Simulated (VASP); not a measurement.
## TiO2 (Rutile): input slips in a relaxation and what they do

Some relaxations of TiO2 (Rutile) get a fault in the input on purpose. Which of them show, and how? The starting structure is a measured crystal structure from the Crystallography Open Database. The first relaxation on each setting starts from this cell expanded by 3 % in volume.

Main program and level: VASP 6.6.1; Kohn-Sham DFT with plane waves and PAW; PBEsol.

### Step 1. The structure

The structure is tetragonal, space group P4_2/mnm (No. 136). Conventional cell: a = 4.592 Å, b = 4.592 Å, c = 2.957 Å, α = 90.00°, β = 90.00°, γ = 90.00°. Nearest to Ti lie 6 O at 1.95 to 1.98 Å. Nearest to O lie 3 Ti at 1.95 to 1.98 Å. Farther neighbours and most contacts between anions are not listed.

Coordinates:

```xyz
6
Lattice="4.5922 0.0000 0.0000 0.0000 4.5922 0.0000 0.0000 0.0000 2.9574" Properties=species:S:1:pos:R:3 pbc="T T T"
Ti    2.2961    2.2961    1.4787
Ti    0.0000    0.0000    0.0000
O     3.6965    0.8957    1.4787
O     3.1918    3.1918    0.0000
O     0.8957    3.6965    1.4787
O     1.4004    1.4004    0.0000
```

### Step 2. Reference relaxation

This run starts from the cell of an earlier relaxation, which isn't shown; the restart sets up the plane waves anew.

File INCAR:

```
SYSTEM = TiO2
PREC = Accurate
ENCUT = 520
EDIFF = 1E-06
NELM = 100
ISMEAR = 0
SIGMA = 0.03
LREAL = .FALSE.
ALGO = Normal
GGA = PS
NBANDS = 30
LASPH = .TRUE.
LORBIT = 11
LWAVE = .FALSE.
LCHARG = .FALSE.
KPAR = 8
IBRION = 2
NSW = 50
ISIF = 3
EDIFFG = -0.006
```

File POSCAR:

```
TiO2
1.0
    4.5948855126      0.0000000000      0.0000000000
    0.0000000000      4.5948855126      0.0000000000
    0.0000000000      0.0000000000      2.9427414413
Ti O
2 4
Direct
    0.5000000000      0.5000000000      0.5000000000
    0.0000000000      0.0000000000      0.0000000000
    0.8043565972      0.1956434028      0.5000000000
    0.6956434028      0.6956434028      0.0000000000
    0.1956434028      0.8043565972      0.5000000000
    0.3043565972      0.3043565972      0.0000000000
```

File KPOINTS:

```
Automatic mesh
0
Gamma
6 6 8
0 0 0
```

Potentials, in the order of the species: Ti_sv and O (PBE family, release 64).

Started as:

```console
$ mpirun -np 8 vasp_std
```

Output:

```text
[banner, memory and clock lines left out]
running    8 mpi-ranks, on    1 nodes
 distrk:  each k-point on    1 cores,    8 groups
 distr:  one band on    1 cores,    1 groups

 POSCAR found type information on POSCAR TiO
 POSCAR found :  2 types and       6 ions
|                                                                             |
|           W    W    AA    RRRRR   N    N  II  N    N   GGGG   !!!           |
|           W    W   A  A   R    R  NN   N  II  NN   N  G    G  !!!           |
|           W    W  A    A  R    R  N N  N  II  N N  N  G       !!!           |
|           W WW W  AAAAAA  RRRRR   N  N N  II  N  N N  G  GGG   !            |
|           WW  WW  A    A  R   R   N   NN  II  N   NN  G    G                |
|           W    W  A    A  R    R  N    N  II  N    N   GGGG   !!!           |
|                                                                             |
|     For optimal performance we recommend to set                             |
|       NCORE = 2 up to number-of-cores-per-socket                            |
|     NCORE specifies how many cores store one orbital (NPAR=cpu/NCORE).      |
|     This setting can greatly improve the performance of VASP for DFT.       |
|     The default, NCORE=1 might be grossly inefficient on modern             |
|     multi-core architectures or massively parallel machines. Do your        |
|     Unfortunately you need to use the default for GW and RPA                |
|     calculations (for HF NCORE is supported but not extensively tested      |
|     yet).                                                                   |
|                                                                             |

|                                                                             |
|               ----> ADVICE to this user running VASP <----                  |
|                                                                             |
|     You enforced a specific xc type in the INCAR file but a different       |
|     [... a line on the potential file left out ...]
|     I HOPE YOU KNOW WHAT YOU ARE DOING!                                     |
|                                                                             |

 LDA part: xc-table for (Slater+PW92), standard interpolation
 POSCAR, INCAR and KPOINTS ok, starting setup
 FFT: planning ... GRIDC
 FFT: planning ... GRID_SOFT
 FFT: planning ... GRID
 WAVECAR not read
 entering main loop
       N       E                     dE             d eps       ncg     rms          rms(c)
DAV:   1     0.666070586755E+03    0.66607E+03   -0.24734E+04  3000   0.189E+03
DAV:   2     0.392985605914E+02   -0.62677E+03   -0.59419E+03  3218   0.553E+02
DAV:   3    -0.675805325961E+02   -0.10688E+03   -0.10451E+03  4526   0.206E+02
DAV:   4    -0.724082581104E+02   -0.48277E+01   -0.48220E+01  4134   0.443E+01
DAV:   5    -0.726009299536E+02   -0.19267E+00   -0.19263E+00  4054   0.740E+00    0.315E+01
DAV:   6    -0.566152602034E+02    0.15986E+02   -0.95267E+01  3686   0.962E+01    0.116E+01
DAV:   7    -0.563262019069E+02    0.28906E+00   -0.14079E+01  3630   0.313E+01    0.837E+00
DAV:   8    -0.563209380248E+02    0.52639E-02   -0.39563E+00  3564   0.199E+01    0.456E+00
DAV:   9    -0.560930128817E+02    0.22793E+00   -0.13987E+00  3562   0.114E+01    0.108E+00
DAV:  10    -0.561033151042E+02   -0.10302E-01   -0.11299E-01  3738   0.260E+00    0.525E-01
DAV:  11    -0.560990232427E+02    0.42919E-02   -0.18260E-02  3476   0.103E+00    0.745E-02
DAV:  12    -0.560992310438E+02   -0.20780E-03   -0.14053E-03  3238   0.401E-01    0.155E-01
DAV:  13    -0.560990189191E+02    0.21212E-03   -0.70417E-04  3686   0.259E-01    0.302E-02
DAV:  14    -0.560990180101E+02    0.90906E-06   -0.41201E-05  3774   0.563E-02    0.996E-03
DAV:  15    -0.560990188135E+02   -0.80341E-06   -0.44480E-06  3194   0.139E-02
   1 F= -.56099019E+02 E0= -.56099019E+02  d E =-.560990E+02
 curvature:   0.00 expect dE= 0.000E+00 dE for cont linesearch  0.000E+00
 trial: gam= 0.00000 g(F)=  0.690E-07 g(S)=  0.517E-05 ort = 0.000E+00 (trialstep = 0.100E+01)
 search vector abs. value=  0.524E-05
 reached required accuracy - stopping structural energy minimisation
```

Wall time 8.2 s (8 MPI ranks of Intel Xeon 6975P-C (Granite Rapids), shared host); peak memory 1.8 GiB; 50 s of CPU time.

The logs omit lines about the potential files and the build; timing stands in the text.

OUTCAR, selected parts (step 2):

```text
ion  position               nearest neighbor table
   1  0.500  0.500  0.500-   4 1.94   6 1.94   4 1.94   6 1.94   5 1.98   3 1.98
   2  0.000  0.000  0.000-   3 1.94   5 1.94   3 1.94   5 1.94   4 1.98   6 1.98
   3  0.804  0.196  0.500-   2 1.94   2 1.94   1 1.98
   4  0.696  0.696  0.000-   1 1.94   1 1.94   2 1.98
   5  0.196  0.804  0.500-   2 1.94   2 1.94   1 1.98
   6  0.304  0.304  0.000-   1 1.94   1 1.94   2 1.98

  LATTYP: Found a simple tetragonal cell.
 ALAT       =     4.5948855126
 C/A-ratio  =     0.6404384686

 Subroutine GETGRP returns: Found 16 space group operations
 (whereof  8 operations were pure point group operations)

The static configuration has the point symmetry D_2h.
 The point group associated with its full space group is D_4h.

 Found     50 irreducible k-points:

   k-points           NKPTS =     50   k-points in BZ     NKDIM =     50   number of bands    NBANDS=     30

   dimension x,y,z NGX =    36 NGY =   36 NGZ =   24
   dimension x,y,z NGXF=    72 NGYF=   72 NGZF=   48

   ENCUT  =  520.0 eV  38.22 Ry    6.18 a.u.   8.54  8.54  5.47*2*pi/ulx,y,z

   NELECT =      48.0000    total number of electrons

 k-points in reciprocal lattice and weights: Automatic mesh
   0.00000000  0.00000000  0.00000000       0.003
   0.16666667  0.00000000  0.00000000       0.014
   0.33333333  0.00000000  0.00000000       0.014
   0.50000000  0.00000000  0.00000000       0.007
   0.16666667  0.16666667  0.00000000       0.014
   0.33333333  0.16666667  0.00000000       0.028
   0.50000000  0.16666667  0.00000000       0.014
   0.33333333  0.33333333  0.00000000       0.014
   0.50000000  0.33333333  0.00000000       0.014
[...]
0.50000000  0.33333333  0.50000000       0.014
   0.50000000  0.50000000  0.50000000       0.003

 average (electrostatic) potential at core
       1 -75.9427       2 -75.9427       3 -69.2565       4 -69.2565       5 -69.2565
       6 -69.2565

 E-fermi :   4.9877

 k-point     1 :       0.0000    0.0000    0.0000
  band No.  band energies     occupation
    ...
     20       2.8031      2.00000
     21       4.0864      2.00000
     22       4.3173      2.00000
     23       4.3173      2.00000
     24       4.7748      2.00000
     25       6.6052      0.00000
     26       6.8829      0.00000
     27       7.1788      0.00000
     28       7.2750      0.00000
     29       7.2750      0.00000
    ...

 k-point     2 :       0.1667    0.0000    0.0000
  band No.  band energies     occupation
    ...
     20       2.8158      2.00000
     21       3.8112      2.00000
     22       3.9064      2.00000
     23       4.0922      2.00000
     24       4.6745      2.00000
     25       6.7608      0.00000
     26       7.0823      0.00000
     27       7.3842      0.00000
     28       7.3869      0.00000
     29       7.4320      0.00000
    ...

 k-point     3 :       0.3333    0.0000    0.0000
  band No.  band energies     occupation
    ...
     20       2.7304      2.00000
     21       2.9018      2.00000
     22       3.5147      2.00000
     23       3.8693      2.00000
     24       4.3669      2.00000
     25       7.0601      0.00000
     26       7.3080      0.00000
     27       7.6374      0.00000
     28       7.7131      0.00000
     29       7.8373      0.00000
    ...

  Total       -0.0116875     -0.0116875     -0.0192436      0.0000000      0.0000000      0.0000000
  in kB       -0.3013921     -0.3013921     -0.4962435      0.0000000      0.0000000      0.0000000
  external PRESSURE =      -0.3663425 kB  Pullay stress =       0.0000000 kB

  energy-cutoff  :      520.00
  volume of cell :       62.13
      direct lattice vectors                 reciprocal lattice vectors
     4.594885513  0.000000000  0.000000000     0.217633279  0.000000000  0.000000000
     0.000000000  4.594885513  0.000000000     0.000000000  0.217633279  0.000000000
     0.000000000  0.000000000  2.942741441     0.000000000  0.000000000  0.339819186

 POSITION                                       TOTAL-FORCE (eV/Angst)
 -----------------------------------------------------------------------------------
      2.29744      2.29744      1.47137         0.000000      0.000000      0.000000
      0.00000      0.00000      0.00000         0.000000      0.000000      0.000000
      3.69593      0.89896      1.47137         0.000423     -0.000423     -0.000000
      3.19640      3.19640      0.00000        -0.000423     -0.000423     -0.000000
      0.89896      3.69593      1.47137        -0.000423      0.000423      0.000000
      1.39848      1.39848      0.00000         0.000423      0.000423      0.000000
 -----------------------------------------------------------------------------------
    total drift:                                0.000000      0.000000      0.000000

  FREE ENERGIE OF THE ION-ELECTRON SYSTEM (eV)
  ---------------------------------------------------
  free  energy   TOTEN  =       -56.0990188135 eV

  energy  without entropy=      -56.0990188135  energy(sigma->0) =      -56.09901881

 reached required accuracy - stopping structural energy minimisation

 total charge
# of ion       s       p       d       tot
------------------------------------------
    1        2.226   6.310   1.736  10.273
    2        2.226   6.310   1.736  10.273
    3        1.568   3.485   0.000   5.052
    4        1.568   3.485   0.000   5.052
    5        1.568   3.485   0.000   5.052
    6        1.568   3.485   0.000   5.052
--------------------------------------------------
tot         10.724  26.558   3.473  40.755

[... 3 further parts left out ...]
```

CONTCAR:

```
TiO2
   1.00000000000000
     4.5948855126000003    0.0000000000000000    0.0000000000000000
     0.0000000000000000    4.5948855126000003    0.0000000000000000
     0.0000000000000000    0.0000000000000000    2.9427414412999999
  Ti              O
     2     4
Direct
     0.5000000000000000    0.5000000000000000    0.5000000000000000
     0.0000000000000000    0.0000000000000000    0.0000000000000000
     0.8043565971999982    0.1956434028000018    0.5000000000000000
     0.6956434028000018    0.6956434028000018    0.0000000000000000
     0.1956434028000018    0.8043565971999982    0.5000000000000000
     0.3043565971999982    0.3043565971999982    0.0000000000000000
```

The PAW data sets were made with PBE, which is usual practice but a small mismatch for other functionals. The run keeps the 16 symmetry operations of its start, so it cannot find a distortion of lower symmetry.

The reference relaxation ends at 10.355 Å³ an atom.

### Step 3. Relaxation with a cutoff far too low

A slip made on purpose: a cutoff far too low. Against step 2 the input has PREC = Normal and ENCUT = 220 (also changed: NELM).

Changes to INCAR since step 2:

```diff
@@ -1,6 +1,6 @@
 SYSTEM = TiO2
-PREC = Accurate
-ENCUT = 520
+PREC = Normal
+ENCUT = 220
 EDIFF = 1E-06
-NELM = 100
+NELM = 60
 ISMEAR = 0
```

File POSCAR:

```
TiO2
1.0
    4.6376702839      0.0000000000      0.0000000000
    0.0000000000      4.6376702839      0.0000000000
    0.0000000000      0.0000000000      2.9866830925
Ti O
2 4
Direct
    0.5000000000      0.5000000000      0.5000000000
    0.0000000000      0.0000000000      0.0000000000
    0.8049600000      0.1950400000      0.5000000000
    0.6950400000      0.6950400000      0.0000000000
    0.1950400000      0.8049600000      0.5000000000
    0.3049600000      0.3049600000      0.0000000000
```

KPOINTS is that of step 2.

Started as:

```console
$ mpirun -np 8 vasp_std
```

Output:

```text
[banner, memory and clock lines left out]
running    8 mpi-ranks, on    1 nodes
[...]
[... a notice as in an earlier step ...]

 [... a notice as in an earlier step ...]

 LDA part: xc-table for (Slater+PW92), standard interpolation
 POSCAR, INCAR and KPOINTS ok, starting setup
[...]
entering main loop
       N       E                     dE             d eps       ncg     rms          rms(c)
DAV:   1     0.400950218531E+03    0.40095E+03   -0.15152E+04  3090   0.108E+03
DAV:   2    -0.281731803741E+02   -0.42912E+03   -0.41024E+03  3828   0.384E+02
DAV:   3    -0.673581106682E+02   -0.39185E+02   -0.38964E+02  4446   0.121E+02
DAV:   4    -0.693825153449E+02   -0.20244E+01   -0.20225E+01  4188   0.231E+01
[...]
DAV:  14    -0.579193565934E+02    0.12394E-04   -0.88456E-05  3588   0.900E-02    0.147E-02
DAV:  15    -0.579193587798E+02   -0.21865E-05   -0.81055E-06  3530   0.173E-02    0.252E-03
DAV:  16    -0.579193587567E+02    0.23185E-07   -0.40562E-07  1644   0.438E-03
   1 F= -.57919359E+02 E0= -.57919359E+02  d E =-.579194E+02
[...]
N       E                     dE             d eps       ncg     rms          rms(c)
|                                                                             |
|     EEEEEEE  RRRRRR   RRRRRR   OOOOOOO  RRRRRR      ###     ###     ###     |
|     E        R     R  R     R  O     O  R     R     ###     ###     ###     |
|     E        R     R  R     R  O     O  R     R     ###     ###     ###     |
|     EEEEE    RRRRRR   RRRRRR   O     O  RRRRRR       #       #       #      |
|     E        R   R    R   R    O     O  R   R                               |
|     E        R    R   R    R   O     O  R    R      ###     ###     ###     |
|     EEEEEEE  R     R  R     R  OOOOOOO  R     R     ###     ###     ###     |
|                                                                             |
|     ERROR FEXCP: supplied Exchange-correletion table                        |
|      is too small, maximal index : 4723                                     |
|                                                                             |
|       ---->  I REFUSE TO CONTINUE WITH THIS SICK JOB ... BYE!!! <----       |
|                                                                             |

1
1
1
1
1
1
1
1
```

The job ended after 10 s (8 MPI ranks).

VASP stopped with this message: “ERROR FEXCP: supplied Exchange-correletion table is too small, maximal index : 4723”.

### Step 4. Relaxation with the cell held fixed (ISIF = 2)

A slip made on purpose: the cell held fixed (ISIF = 2). Against step 2 the input has ISIF = 2 (also changed: NELM).

Changes to INCAR since step 3:

```diff
@@ -1,4 +1,4 @@
 SYSTEM = TiO2
-PREC = Normal
-ENCUT = 220
+PREC = Accurate
+ENCUT = 520
 EDIFF = 1E-06
@@ -18,3 +18,3 @@
 NSW = 50
-ISIF = 3
+ISIF = 2
 EDIFFG = -0.006
```

POSCAR is that of step 3.

KPOINTS is that of step 3.

Started as:

```console
$ mpirun -np 8 vasp_std
```

Output:

```text
[... set-up lines as in an earlier step ...]
 entering main loop
       N       E                     dE             d eps       ncg     rms          rms(c)
DAV:   1     0.660384202109E+03    0.66038E+03   -0.24579E+04  3000   0.188E+03
DAV:   2     0.349584634528E+02   -0.62543E+03   -0.59501E+03  3282   0.550E+02
DAV:   3    -0.681144707647E+02   -0.10307E+03   -0.10104E+03  4452   0.202E+02
DAV:   4    -0.726796917661E+02   -0.45652E+01   -0.45589E+01  4118   0.431E+01
[...]
DAV:  13    -0.560478134511E+02    0.19840E-03   -0.69450E-04  3750   0.249E-01    0.270E-02
DAV:  14    -0.560478137039E+02   -0.25278E-06   -0.37124E-05  3666   0.492E-02    0.845E-03
DAV:  15    -0.560478145865E+02   -0.88257E-06   -0.40517E-06  3168   0.127E-02
   1 F= -.56047815E+02 E0= -.56047815E+02  d E =-.560478E+02
[...]
N       E                     dE             d eps       ncg     rms          rms(c)
DAV:   1    -0.560481607614E+02   -0.34706E-03   -0.39665E-01  3108   0.365E+00    0.925E-02
DAV:   2    -0.560487197321E+02   -0.55897E-03   -0.66729E-03  3278   0.561E-01    0.820E-02
DAV:   3    -0.560486712260E+02    0.48506E-04   -0.20783E-04  4340   0.899E-02    0.504E-02
DAV:   4    -0.560486425014E+02    0.28725E-04   -0.12978E-04  3262   0.908E-02    0.131E-02
DAV:   5    -0.560486426208E+02   -0.11939E-06   -0.30128E-05  3354   0.434E-02    0.604E-03
DAV:   6    -0.560486422696E+02    0.35122E-06   -0.14267E-06  1652   0.984E-03
   2 F= -.56048642E+02 E0= -.56048642E+02  d E =-.827683E-03
 trial-energy change:   -0.000828  1 .order   -0.000819   -0.001457   -0.000182
 step:   1.1370(harm=  1.1431)  dis= 0.00337  next Energy=   -56.048655 (dE=-0.840E-03)
[...]
N       E                     dE             d eps       ncg     rms          rms(c)
DAV:   1    -0.560486469716E+02   -0.43508E-05   -0.74847E-03  3116   0.502E-01    0.127E-02
DAV:   2    -0.560486575953E+02   -0.10624E-04   -0.12685E-04  3290   0.773E-02    0.113E-02
DAV:   3    -0.560486566320E+02    0.96329E-06   -0.38772E-06  2986   0.125E-02
   3 F= -.56048657E+02 E0= -.56048657E+02  d E =-.842045E-03
[...]
reached required accuracy - stopping structural energy minimisation
```

The job ended after 19 s (8 MPI ranks; peak memory 1.9 GiB; 1.9 min of CPU time).

From OUTCAR (step 4):

```text
  Total       -2.5214489     -2.5214489     -3.9430053      0.0000000      0.0000000      0.0000000
  in kB      -62.8885918    -62.8885918    -98.3442693      0.0000000      0.0000000      0.0000000
  external PRESSURE =     -74.7071510 kB  Pullay stress =       0.0000000 kB

 POSITION                                       TOTAL-FORCE (eV/Angst)
 -----------------------------------------------------------------------------------
      2.31884      2.31884      1.49334         0.000000     -0.000000     -0.000000
      0.00000      0.00000      0.00000         0.000000     -0.000000     -0.000000
      3.73651      0.90116      1.49334         0.000797     -0.000797      0.000000
      3.22000      3.22000      0.00000        -0.000797     -0.000797      0.000000
      0.90116      3.73651      1.49334        -0.000797      0.000797     -0.000000
      1.41767      1.41767      0.00000         0.000797      0.000797     -0.000000
 -----------------------------------------------------------------------------------
    total drift:                                0.000000      0.000000      0.000000

  FREE ENERGIE OF THE ION-ELECTRON SYSTEM (eV)
  ---------------------------------------------------
  free  energy   TOTEN  =       -56.0486566320 eV

  energy  without entropy=      -56.0486566320  energy(sigma->0) =      -56.04865663

[... 2 parts as in an earlier step ...]

[... 2 further parts left out ...]
[key lines of the parts left out:]
E-fermi :   4.6359
```

With the cell held fixed (ISIF = 2) the cell ends at 10.706 Å³ an atom, +3.39 % from the reference.

(Part 1 of 2 ends here.)

[Lines on the potential files, build, host, timing and source positions are cut from VASP's logs without a mark.]

[Logs are printed without paths, hosts, clocks, repeated set-up lines and the standing remarks that a program may print on its own settings, such as how far it seeks lower states.]

[Hosts, paths, dates, database ids (printed as entryN), source tags and the programs' standing remarks are cut or masked in the printed files.]
